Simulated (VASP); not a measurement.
# MgPb2N2 (P-3m1) in VASP: notebook

Runs on MgPb2N2. Level: PBEsol. Tasks: single point.

Program: VASP 6.6.1. These are calculated values, not measurements. Logs are shortened: lines on timing, memory, paths and dates and some standing lists are left out, and cuts for length are marked.

## 1. The structure

The structure is trigonal, space group P-3m1 (No. 164). The conventional cell has a = 3.392 Å, b = 3.392 Å, c = 9.235 Å, α = 90.00°, β = 90.00°, γ = 120.00°. Mg (site symmetry -3m) has 6 N at 2.34 Å as nearest neighbours. Pb (site symmetry 3m) is surrounded by 3 N at 2.39 Å. Around N (site symmetry 3m) lie 3 Mg at 2.34 Å and 3 Pb at 2.39 Å.

The cell comes from a database or a generator and needn't be the stable form of this composition.

## 2. Single point, PBEsol

INCAR reads:

```
SYSTEM = MgPb2N2
ALGO = Normal
EDIFF = 1E-6
ENCUT = 520
GGA = PS
ISIF = 2
ISMEAR = -1
LASPH = .True.
LCHARG = .False.
LREAL = .False.
LWAVE = .False.
NBANDS = 28
NELM = 100
PREC = Accurate
SIGMA = 0.1
```

KPOINTS reads:

```
k-points
0
Gamma
  6 6 2
  0 0 0
```

POSCAR reads:

```
MgPb2N2
1.0
    3.3917400000      0.0000000000      0.0000000000
   -1.6958700000      2.9373400000      0.0000000000
    0.0000000000      0.0000000000      9.2349600000
Mg Pb N
1 2 2
Direct
    0.0000000000      0.0000000000      0.0000000000
    0.6666666667      0.3333333333      0.2865500000
    0.3333333333      0.6666666667      0.7134500000
    0.6666666667      0.3333333333      0.8618200000
    0.3333333333      0.6666666667      0.1381800000
```

Potentials or basis: VASP PAW PBE potentials, release 64 (Mg, Pb_d, N).

Started as:

```console
$ cat potpaw_PBE.64/Mg/POTCAR potpaw_PBE.64/Pb_d/POTCAR potpaw_PBE.64/N/POTCAR > POTCAR
$ mpirun -np 1 vasp_std > vasp.out
```

OUTCAR:

```text
SYSTEM = MgPb2N2
   EDIFF = 1E-6
   ENCUT = 520
   GGA = PS
   ISIF = 2
   ISMEAR = -1
   LASPH = .True.
   LREAL = .False.
   NELM = 100
   PREC = Accurate

 ion  position               nearest neighbor table
   1  0.000  0.000  0.000-   4 2.34   5 2.34   4 2.34   5 2.34   4 2.34   5 2.34   2 3.29   3 3.29
                             3 3.29   2 3.29   2 3.29   3 3.29
   2  0.667  0.333  0.287-   5 2.39   5 2.39   5 2.39   1 3.29   1 3.29   1 3.29
   3  0.333  0.667  0.713-   4 2.39   4 2.39   4 2.39   1 3.29   1 3.29   1 3.29
   4  0.667  0.333  0.862-   1 2.34   1 2.34   1 2.34   3 2.39   3 2.39   3 2.39
   5  0.333  0.667  0.138-   1 2.34   1 2.34   1 2.34   2 2.39   2 2.39   2 2.39

  LATTYP: Found a hexagonal cell.
 ALAT       =     3.3917400000
 C/A-ratio  =     2.7227794583

  Lattice vectors:

 A1 = (   3.3917400000,   0.0000000000,   0.0000000000)
 A2 = (  -1.6958700000,   2.9373400000,   0.0000000000)
 A3 = (   0.0000000000,   0.0000000000,   9.2349600000)

Analysis of symmetry for initial positions (statically):
=====================================================================
 Subroutine PRICEL returns:
 Original cell was already a primitive cell.

 Routine SETGRP: Setting up the symmetry group for a
 hexagonal supercell.

 Subroutine GETGRP returns: Found 12 space group operations
 (whereof 12 operations were pure point group operations)
 out of a pool of 24 trial point group operations.

The static configuration has the point symmetry D_3d.

Analysis of symmetry for dynamics (positions and initial velocities):
=====================================================================
 Subroutine PRICEL returns:
 Original cell was already a primitive cell.

 Routine SETGRP: Setting up the symmetry group for a
 hexagonal supercell.

 Subroutine GETGRP returns: Found 12 space group operations
 (whereof 12 operations were pure point group operations)
 out of a pool of 24 trial point group operations.

The dynamic configuration has the point symmetry D_3d.

 Subroutine INISYM returns: Found 12 space group operations
 (whereof 12 operations are pure point group operations),
 and found     1 'primitive' translations

----------------------------------------------------------------------------------------

                                     Primitive cell

  volume of cell :      92.0051

  direct lattice vectors                    reciprocal lattice vectors
     3.391740000  0.000000000  0.000000000     0.294833920  0.170222038  0.000000000
[... 85 lines left out ...]
   IBRION =     -1    ionic relax: 0-MD 1-quasi-New 2-CG
   NFREE  =      0    steps in history (QN), initial steepest desc. (CG)
   ISIF   =      2    stress and relaxation
   ISYM   =      2    0-nonsym 1-usesym 2-fastsym
   POTIM  = 0.5000    time-step for ionic-motion
   TEBEG  =    0.0;   TEEND  =   0.0 temperature during run
   PSTRESS=    0.0 pullay stress
   NELECT =      40.0000    total number of electrons
   NUPDOWN=      -1.0000    fix difference up-down
   EMIN   =  10.00;   EMAX   =-10.00  energy-range for DOS
   EFERMI =   0.00;   METHOD = LEGACY
   ISMEAR =    -1;   SIGMA  =   0.10  broadening in eV -4-tet -1-fermi 0-gaus
   EFERMI_NEDOS =   21; number of points for ismear=-14 and -15
   IALGO  =     38    algorithm
   IMIX   =      4    mixing-type and parameters
     AMIX     =   0.40;   BMIX     =  1.00
     AMIX_MAG =   1.60;   BMIX_MAG =  1.00
  volume/ion in A,a.u.               =      18.40       124.18
  Fermi-wavevector in a.u.,A,eV,Ry     =   1.240198  2.343634 20.926987  1.538090
  Thomas-Fermi vector in A             =   2.374649
   LORBIT       =      0    0 simple, 1 ext, 2 COOP (PROOUT), +10 PAW based schemes
   GGA     = PS    functional components
   LHFCALC =     F    Hartree Fock is set to
   AEXX    =    0.0000 exact exchange contribution
   IVDW    =     0    specifies the selected vdW correction
   LEPSILON=     F    determine dielectric tensor
   LRPA    =     F    only Hartree local field effects (RPA)
 non-spin polarized calculation
  energy-cutoff  :      520.00
  volume of cell :       92.01
 maximum number of plane-waves:      2496
 NGX is ok and might be reduce to    28
   NGX = 13   NGY = 13   NGZ = 35

 number of electron      40.0000001 magnetization

 Free energy of the ion-electron system (eV)
  ---------------------------------------------------
  ext. energy  EPLUGINS =         0.00000000
  ---------------------------------------------------
  free energy    TOTEN  =       -26.96250626 eV

  energy without entropy =      -26.95797808  energy(sigma->0) =      -26.96024217

 E-fermi :   5.8849     XC(G=0): -10.2847

 val. band max:        5.5862563271   @ k =   0.0000   0.0000   0.0000
 cond. band min:       6.1553791132   @ k =   0.0000   0.0000   0.0000
 fundamental gap:      0.5691227861
 Fermi energy:         5.8848838133

 k-point     1 :       0.0000    0.0000    0.0000
  band No.  band energies     occupation
      1     -10.9442      2.00000
      2     -10.9442      2.00000
      3     -10.9435      2.00000
      4     -10.9435      2.00000
      5     -10.9245      2.00000
      6     -10.9192      2.00000
[... 423 lines left out ...]
     27      13.1282      0.00000
     28      13.4054      0.00000

------------------------ aborting loop because EDIFF is reached ----------------------------------------

  FORCE on cell =-STRESS in cart. coord.  units (eV):
  Direction    XX          YY          ZZ          XY          YZ          ZX
  --------------------------------------------------------------------------------------
  -------------------------------------------------------------------------------------
  Total       -2.1850151     -2.1850255     -1.7949092     -0.0000000     -0.0000000      0.0000000
  in kB      -38.0498749    -38.0500562    -31.2565671     -0.0000000     -0.0000000      0.0000000
  external PRESSURE =     -35.7854994 kB  Pullay stress =       0.0000000 kB

 VOLUME and BASIS-vectors are now :
 -----------------------------------------------------------------------------
  energy-cutoff  :      520.00
  volume of cell :       92.01
      direct lattice vectors                 reciprocal lattice vectors
     3.391740000  0.000000000  0.000000000     0.294833920  0.170222038  0.000000000
    -1.695870000  2.937340000  0.000000000     0.000000000  0.340444075  0.000000000
     0.000000000  0.000000000  9.234960000     0.000000000  0.000000000  0.108284172

 POSITION                                       TOTAL-FORCE (eV/Angst)
 -----------------------------------------------------------------------------------
      0.00000      0.00000      0.00000        -0.000000      0.000000     -0.000000
      1.69587      0.97911      2.64628        -0.000000     -0.000000     -0.296490
     -0.00000      1.95823      6.58868        -0.000000      0.000000      0.296490
      1.69587      0.97911      7.95887        -0.000000     -0.000000     -0.177307
     -0.00000      1.95823      1.27609         0.000000      0.000000      0.177307
 -----------------------------------------------------------------------------------
    total drift:                                0.000000     -0.000000      0.000000

  FREE ENERGIE OF THE ION-ELECTRON SYSTEM (eV)
  ---------------------------------------------------
  free  energy   TOTEN  =       -26.9625062639 eV

  energy  without entropy=      -26.9579780782  energy(sigma->0) =      -26.96024217
```

OSZICAR:

```text
N       E                     dE             d eps       ncg     rms          rms(c)
DAV:   1     0.432933732913E+03    0.43293E+03   -0.19535E+04   784   0.161E+03
DAV:   2     0.247754544015E+02   -0.40816E+03   -0.39259E+03   804   0.431E+02
DAV:   3    -0.294502141359E+02   -0.54226E+02   -0.52668E+02  1060   0.170E+02
DAV:   4    -0.320037647299E+02   -0.25536E+01   -0.25424E+01  1016   0.368E+01
DAV:   5    -0.320676472845E+02   -0.63883E-01   -0.63785E-01   992   0.654E+00    0.117E+01
DAV:   6    -0.273152428816E+02    0.47524E+01   -0.32675E+01  1340   0.499E+01    0.581E+00
DAV:   7    -0.270225092176E+02    0.29273E+00   -0.50669E+00   912   0.122E+01    0.320E+00
DAV:   8    -0.270045695692E+02    0.17940E-01   -0.45196E-01   960   0.365E+00    0.180E+00
DAV:   9    -0.269649694542E+02    0.39600E-01   -0.85491E-02  1068   0.206E+00    0.466E-01
DAV:  10    -0.269631963007E+02    0.17732E-02   -0.31657E-02  1248   0.119E+00    0.243E-01
DAV:  11    -0.269625128711E+02    0.68343E-03   -0.60485E-03  1052   0.446E-01    0.850E-02
DAV:  12    -0.269625537264E+02   -0.40855E-04   -0.96030E-04  1088   0.201E-01    0.501E-02
DAV:  13    -0.269625052869E+02    0.48440E-04   -0.20164E-04  1160   0.112E-01    0.217E-02
DAV:  14    -0.269625062848E+02   -0.99792E-06   -0.38788E-05   876   0.306E-02    0.323E-03
DAV:  15    -0.269625062639E+02    0.20899E-07   -0.10426E-06   596   0.110E-02
   1 F= -.26962506E+02 E0= -.26960242E+02  d E =-.452819E-02
```

stdout:

```text
POSCAR found type information on POSCAR MgPbN
 POSCAR found :  3 types and       5 ions
 scaLAPACK will be used
 -----------------------------------------------------------------------------
|                                                                             |
|                                                                             |
|     You enforced a specific xc type in the INCAR file but a different       |
|     I HOPE YOU KNOW WHAT YOU ARE DOING!                                     |
|                                                                             |
 -----------------------------------------------------------------------------

 LDA part: xc-table for (Slater+PW92), standard interpolation
 POSCAR, INCAR and KPOINTS ok, starting setup
 FFT: planning ... GRIDC
 FFT: planning ... GRID_SOFT
 FFT: planning ... GRID
 WAVECAR not read
 entering main loop
```

Run time: 43 s. Hardware: 1 thread of Intel Xeon Platinum 8259CL at 2.50GHz (Skylake/Cascade Lake), shared host; peak memory 0.23 GiB.

What came out:

| Item | Value |
| --- | --- |
| Free energy | -26.9625 eV |
| Pressure | -3.6 GPa |
| Largest force | 0.296 eV/Å |
| Band gap on the k mesh | 0.57 eV, direct |

Forces on the atoms (eV/Å):
```
Mg   0.000  0.000  0.000
Pb   0.000  0.000 -0.296
Pb   0.000  0.000  0.296
N    0.000  0.000 -0.177
N    0.000  0.000  0.177
```

Caveat: the PAW data sets were made with another functional, which shifts forces and pressure a little; spin-orbit coupling is left out, which as a rule narrows the gap of such compounds by several tenths of an eV. A k mesh can miss the band edges.

## 3. Single point, PBEsol

INCAR reads:

```
PREC     = Accurate       # precision mode
ENCUT    = 520            # plane-wave cutoff, eV
EDIFF    = 1E-7           # SCF threshold, eV
ISMEAR   = -1             # smearing method
SIGMA    = 0.1            # smearing width, eV
LREAL    = F              # projectors in reciprocal space
LASPH    = T              # aspherical terms in the spheres
NELM     = 100            # most SCF steps
ALGO     = Fast           # electronic algorithm
ISIF     = 2              # what is computed and relaxed
LWAVE    = F              # write WAVECAR
LCHARG   = F              # write CHGCAR
GGA      = PS             # functional
NBANDS   = 28             # bands
```

KPOINTS reads:

```
Automatic mesh
0
Gamma
  6 6 2
```

POSCAR is that of step 2.

Potentials or basis: VASP PAW PBE potentials, release 64 (Mg, Pb_d, N).

Started as:

```console
$ cat potpaw_PBE.64/Mg/POTCAR potpaw_PBE.64/Pb_d/POTCAR potpaw_PBE.64/N/POTCAR > POTCAR
$ mpirun -np 1 vasp_std > vasp.out
```

OUTCAR:

```text
PREC = Accurate
   ENCUT = 520
   EDIFF = 1E-7
   ISMEAR = -1
   LREAL = F
   LASPH = T
   NELM = 100
   ISIF = 2
   GGA = PS

 ion  position               nearest neighbor table
   1  0.000  0.000  0.000-   4 2.34   5 2.34   4 2.34   5 2.34   4 2.34   5 2.34   2 3.29   3 3.29
                             3 3.29   2 3.29   2 3.29   3 3.29
   2  0.667  0.333  0.287-   5 2.39   5 2.39   5 2.39   1 3.29   1 3.29   1 3.29
   3  0.333  0.667  0.713-   4 2.39   4 2.39   4 2.39   1 3.29   1 3.29   1 3.29
   4  0.667  0.333  0.862-   1 2.34   1 2.34   1 2.34   3 2.39   3 2.39   3 2.39
   5  0.333  0.667  0.138-   1 2.34   1 2.34   1 2.34   2 2.39   2 2.39   2 2.39

  LATTYP: Found a hexagonal cell.
 ALAT       =     3.3917400000
 C/A-ratio  =     2.7227794583

  Lattice vectors:

 A1 = (   3.3917400000,   0.0000000000,   0.0000000000)
 A2 = (  -1.6958700000,   2.9373400000,   0.0000000000)
 A3 = (   0.0000000000,   0.0000000000,   9.2349600000)

Analysis of symmetry for initial positions (statically):
=====================================================================
 Subroutine PRICEL returns:
 Original cell was already a primitive cell.

 Routine SETGRP: Setting up the symmetry group for a
 hexagonal supercell.

 Subroutine GETGRP returns: Found 12 space group operations
 (whereof 12 operations were pure point group operations)
 out of a pool of 24 trial point group operations.

The static configuration has the point symmetry D_3d.

Analysis of symmetry for dynamics (positions and initial velocities):
=====================================================================
 Subroutine PRICEL returns:
 Original cell was already a primitive cell.

 Routine SETGRP: Setting up the symmetry group for a
 hexagonal supercell.

 Subroutine GETGRP returns: Found 12 space group operations
 (whereof 12 operations were pure point group operations)
[... 115 lines left out ...]
   IMIX   =      4    mixing-type and parameters
     AMIX     =   0.40;   BMIX     =  1.00
     AMIX_MAG =   1.60;   BMIX_MAG =  1.00
  volume/ion in A,a.u.               =      18.40       124.18
  Fermi-wavevector in a.u.,A,eV,Ry     =   1.240198  2.343634 20.926987  1.538090
  Thomas-Fermi vector in A             =   2.374649
   LORBIT       =      0    0 simple, 1 ext, 2 COOP (PROOUT), +10 PAW based schemes
   GGA     = PS    functional components
   LHFCALC =     F    Hartree Fock is set to
   AEXX    =    0.0000 exact exchange contribution
   IVDW    =     0    specifies the selected vdW correction
   LEPSILON=     F    determine dielectric tensor
   LRPA    =     F    only Hartree local field effects (RPA)
 non-spin polarized calculation
 RMM-DIIS sequential band-by-band and
  energy-cutoff  :      520.00
  volume of cell :       92.01
 maximum number of plane-waves:      2496
 NGX is ok and might be reduce to    28
   NGX = 13   NGY = 13   NGZ = 35

 number of electron      40.0000001 magnetization

 Free energy of the ion-electron system (eV)
  ---------------------------------------------------
  ext. energy  EPLUGINS =         0.00000000
  ---------------------------------------------------
  free energy    TOTEN  =       -26.96250588 eV

  energy without entropy =      -26.95797413  energy(sigma->0) =      -26.96024001

 E-fermi :   5.8850     XC(G=0): -10.2847

 val. band max:        5.5864935318   @ k =   0.0000   0.0000   0.0000
 cond. band min:       6.1554058191   @ k =   0.0000   0.0000   0.0000
 fundamental gap:      0.5689122873
 Fermi energy:         5.8850281431

 k-point     1 :       0.0000    0.0000    0.0000
  band No.  band energies     occupation
      1     -10.9445      2.00000
      2     -10.9445      2.00000
      3     -10.9438      2.00000
      4     -10.9438      2.00000
      5     -10.9247      2.00000
      6     -10.9194      2.00000
[... 423 lines left out ...]
     27      13.3773      0.00000
     28      13.5016      0.00000

------------------------ aborting loop because EDIFF is reached ----------------------------------------

  FORCE on cell =-STRESS in cart. coord.  units (eV):
  Direction    XX          YY          ZZ          XY          YZ          ZX
  --------------------------------------------------------------------------------------
  -------------------------------------------------------------------------------------
  Total       -2.1782951     -2.1783054     -1.7850379      0.0000000      0.0000000      0.0000000
  in kB      -37.9328520    -37.9330327    -31.0846672      0.0000000      0.0000000      0.0000000
  external PRESSURE =     -35.6501840 kB  Pullay stress =       0.0000000 kB

 VOLUME and BASIS-vectors are now :
 -----------------------------------------------------------------------------
  energy-cutoff  :      520.00
  volume of cell :       92.01
      direct lattice vectors                 reciprocal lattice vectors
     3.391740000  0.000000000  0.000000000     0.294833920  0.170222038  0.000000000
    -1.695870000  2.937340000  0.000000000     0.000000000  0.340444075  0.000000000
     0.000000000  0.000000000  9.234960000     0.000000000  0.000000000  0.108284172

 POSITION                                       TOTAL-FORCE (eV/Angst)
 -----------------------------------------------------------------------------------
      0.00000      0.00000      0.00000         0.000000      0.000000      0.000000
      1.69587      0.97911      2.64628        -0.000000      0.000000     -0.296451
     -0.00000      1.95823      6.58868         0.000000     -0.000000      0.296451
      1.69587      0.97911      7.95887        -0.000000     -0.000000     -0.177651
     -0.00000      1.95823      1.27609         0.000000      0.000000      0.177651
 -----------------------------------------------------------------------------------
    total drift:                                0.000000     -0.000000      0.000000

  FREE ENERGIE OF THE ION-ELECTRON SYSTEM (eV)
  ---------------------------------------------------
  free  energy   TOTEN  =       -26.9625058790 eV

  energy  without entropy=      -26.9579741319  energy(sigma->0) =      -26.96024001
```

Wall time 59 s (1 thread of Intel Xeon Platinum 8259CL at 2.50GHz (Skylake/Cascade Lake), shared host); peak memory 0.23 GiB.

Results:

| Property | Result |
| --- | --- |
| Free energy | -26.9625 eV |
| Pressure | -3.6 GPa |
| Largest force | 0.296 eV/Å |
| Band gap on the k mesh | 0.57 eV, direct |

Forces on the atoms (eV/Å):
```
Mg   0.000  0.000  0.000
Pb   0.000  0.000 -0.296
Pb   0.000  0.000  0.296
N    0.000  0.000 -0.178
N    0.000  0.000  0.178
```

Stress tensor (GPa, compression positive):
```
-3.79  0.00  0.00
 0.00 -3.79  0.00
 0.00  0.00 -3.11
```

Levels at points of the mesh, in eV from the valence-band top:
| k point | band 17 | band 18 | band 19 | band 20 | band 21 | band 22 | band 23 | band 24 |
| --- | --- | --- | --- | --- | --- | --- | --- | --- |
| (0.00, 0.00, 0.00) | -0.97 | -0.65 | -0.65 | 0.00 | 0.57 | 2.70 | 7.05 | 7.69 |
| (0.50, 0.00, 0.00) | -2.45 | -2.04 | -1.58 | -1.26 | 0.89 | 1.47 | 3.95 | 4.79 |
| (0.00, 0.00, 0.50) | -0.97 | -0.97 | -0.65 | -0.65 | 1.65 | 2.48 | 6.94 | 7.55 |
| (0.50, 0.00, 0.50) | -2.44 | -2.03 | -1.60 | -1.33 | 0.63 | 2.07 | 3.34 | 5.70 |

Caveat: the PAW data sets were made with another functional, which shifts forces and pressure a little; spin-orbit coupling is left out, which as a rule narrows the gap of such compounds by several tenths of an eV.
